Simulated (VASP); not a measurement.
Input:

```xyz
1
Lattice="0.0000 2.0267 2.0267 2.0267 0.0000 2.0267 2.0267 2.0267 0.0000" Properties=species:S:1:pos:R:3 pbc="T T T"
Al     0.0000     0.0000     0.0000
```

Level of theory: revPBE GGA, VASP's PBE PAW potentials (set 64) (plane waves; VASP). Run with 520 eV cut-off, 15×15×15 Γ-centred mesh, first-order Methfessel-Paxton smearing of 0.10 eV, potentials Al.

### Question
Predict the energy per atom (σ→0), band gap (on the k-mesh) with the smallest direct gap where there is one.

### Answer

The band gap (on the k-mesh) is none (metal, semimetal or under 0.01 eV) and the energy per atom (σ→0) comes out as -3554 meV/atom.

The compound is Al in the fcc structure. It was relaxed first.
